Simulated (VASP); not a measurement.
**Si: energy against the displacement of an atom**

Si (diamond, Fd-3m, 19.715 Å³/atom and stress up to 0.01 GPa in the relaxed cell, cube axes along x, y and z) under a displacement u of the Si atom at (1.351, 1.351, 1.351) Å, one of 2 in the cell, and of all its periodic images, along (1, 1, 1). LDA in VASP (plane waves, PAW), 480 eV, 10×10×10 Γ-centred mesh, Gaussian smearing 0.05 eV; the cell and the other atoms are held.

Here u stands for displacement and y for E less E0.

```csv
displacement (Å),E less E0 (meV/cell)
-0.180,?
-0.070,35.7
-0.040,11.3
-0.020,2.8
0.000,0.0
0.020,2.7
0.040,10.4
0.070,30.9
```

### Question
Using a parabola, estimate the missing y at u = -0.180 from the other rows, showing the fit.

### Answer
Least squares gives y = 0.01 - 27.10·u + 6792.8·u². Residuals (row less fit): 0.51, -0.66, -0.47, -0.01, 0.51, 0.61, -0.50; standard error 0.67 (degrees of freedom: 4). Twice the quadratic coefficient is the force constant of this zone-centre displacement, 13.6 ± 0.3 eV/Å². At the withheld row, y = 0.01 - 27.10 × (-0.18) + 6792.8 × (-0.18)² = 224.97 meV/cell. The calculation gives 261.6 meV/cell, 36.63 meV/cell above the prediction (14.0 % of the range of y in the table). The row lies outside the fitted rows, so this is an extrapolation. From the scatter of the fitted rows alone, a prediction at this place has a standard error of 4.17 meV/cell, so the miss is 8.8 times that.

A polynomial of degree 3 through the 12 other runs of the series gives 262.9 there, so most of the miss is curvature that the fit leaves out. This level leaves no gap over 0.05 eV at displacement -0.180, 0.070 Å. Rows are the converged runs of the series near zero and its far end, less any whose ions stayed unrelaxed beside relaxed ones; series whose fitted rows scatter by over a few per cent of the range, as at a crossing or softening among them, aren't shown in this form. Most that stay on the fit to the last digits aren't either.
